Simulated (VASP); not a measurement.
Runs of VASP 6.6.1 on PtSe2 (Sudovikovite). Symmetry: P-3m1, No. 164, trigonal system. The conventional cell has a = 3.724 Å, b = 3.724 Å, c = 5.062 Å, α = 90.00°, β = 90.00°, γ = 120.00°. Pt (site symmetry -3m) is surrounded by 6 Se at 2.49 Å. Se (site symmetry 3m) is surrounded by 3 Pt at 2.49 Å. 

| level | potentials or basis | k mesh | cutoff (eV) | gap on the mesh (eV) | pressure (GPa) | relaxed volume (Å³/atom) | largest force (eV/Å) |
| --- | --- | --- | --- | --- | --- | --- | --- |
| r2SCAN | VASP PAW PBE potentials, release 64 (Pt, Se) | 9 × 9 × 5 | 600 | 0.73 | 0.0 | 23.09 | 0.01 |
| rev-vdW-DF2 | VASP PAW PBE potentials, release 64 (Pt, Se) | 9 × 9 × 5 | 600 | none | 0.0 | 20.53 | - |
| LDA | VASP PAW LDA potentials, release 64 (Pt, Se) | 9 × 9 × 5 | 600 | none | 0.0 | (a) | - |
| PBE | VASP PAW PBE potentials, release 64 (Pt, Se) | 9 × 9 × 5 | 600 | (b) | 0.0 | 25.95 | - |
| r2SCAN+rVV10 | VASP PAW PBE potentials, release 64 (Pt, Se) | 9 × 9 × 5 | 600 | none | 0.0 | 21.21 | - |
| PBEsol | VASP PAW PBE potentials, release 64 (Pt, Se) | 9 × 9 × 5 | 600 | none | 0.0 | 19.82 | 0.01 |
| PBE+D3(BJ) | VASP PAW PBE potentials, release 64 (Pt, Se) | 9 × 9 × 5 | 600 | none | 0.0 | 19.74 | - |
| PBE | VASP PAW PBE potentials, release 64 (Pt, Se) | 5 × 5 × 3 | 300 | 0.41 | 0.0 | (c) | 0.01 |

Alike in all rows: task relaxation of cell and atoms; no spin polarisation; cell relaxed; smearing gaussian 0.03 eV.

Fill in the values left out.

(a) 19.25; (b) 0.87; (c) 22.51.

Caveats: the PAW data sets were made with another functional, which shifts forces and pressure a little (some runs); spin-orbit coupling is left out, which moves the levels of the heavy elements (some runs); an odd mesh through Γ misses points on the zone boundary, where band edges often lie (some runs); pairwise dispersion overbinds metals, which lowers pressure and volume (some runs); the volume moved by +14 % from the deposited cell, more than functionals usually miss (some runs); the volume moved by over 15 % at a fixed basis, so the end points are rough (some runs); this functional lacks dispersion, which binds the layers, so the pressure and a relaxed spacing across them are unreliable, and here the layers came unbound (some runs).

A k mesh can miss the band edges, and the runs leave out spin-orbit coupling on Pt, Se.

A gap of «none» marks a metal or a gap under the smearing width.

Not every run made on this cell is shown here.
